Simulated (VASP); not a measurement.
An input for Ansatz (written as the equivalent of a VASP run, and not itself run):

Ansatz 0.2 input:
```yaml
crystal:
  lattice:
    - [2.4276447, 0.0000000, 0.0000000]
    - [0.0000000, 2.4276447, 0.0000000]
    - [0.0000000, 0.0000000, 2.4276447]
  atoms:
    - { symbol: P, position: [0.0000000, 0.0000000, 1.0000000] }
kpoints:
  mp_grid: { grid: [13, 13, 13] }
hamiltonian:
  xc: pbesol
  pseudopotentials: { kind: paw }
scf:
  occupations: { method: methfessel_paxton, width: 0.1 }
  max_iter: 100
relax:
  max_steps: 60
  f_tol: 0.01
  cell: {}
output: { forces: true, stress: true, eigenvalues: true }
```

Question: Translate this input to VASP (INCAR, KPOINTS, POSCAR, choice of POTCAR).

Answer: One answer among several that fit: 
### INCAR
```
# general
SYSTEM = P
PREC   = Accurate
ENCUT  = 400
LREAL  = .FALSE.
LASPH  = .TRUE.

# electronic loop
EDIFF  = 1E-6
NELM   = 100
ALGO   = Normal

# smearing
ISMEAR = 1
SIGMA  = 0.1

# functional
GGA    = PS

# ions
IBRION = 2
NSW    = 60
ISIF   = 3
EDIFFG = -0.01

# output
LWAVE  = .FALSE.
LCHARG = .FALSE.
```

### KPOINTS
```
Automatic mesh
0
Gamma
13 13 13
0 0 0
```

### POSCAR
```
P
1
    2.4276447129     0.0000000000    -0.0000000000
   -0.0000000000     2.4276447129    -0.0000000000
    0.0000000000     0.0000000000     2.4276447129
P
1
Direct
  0.0000000000   0.0000000000   1.0000000000
```

POTCAR, in this order: P (PBE.64 set). Program: vasp_std.

The two are equivalent in intent, not identical: each code has its own PAW files, so the cut-off isn't converted (ENCUT is set for VASP's; basis.ecutwfc is left out, and Ansatz then takes the one that its files recommend); Ansatz stops its SCF on the density residual and VASP on the energy change (EDIFF).

The structure was generated: P was put into the simple-cubic type (Pm-3m), which need not be its known phase. This run relaxes it. Symmetry was kept, so distortions that lower it aren't found. The start is the result of an earlier pass.
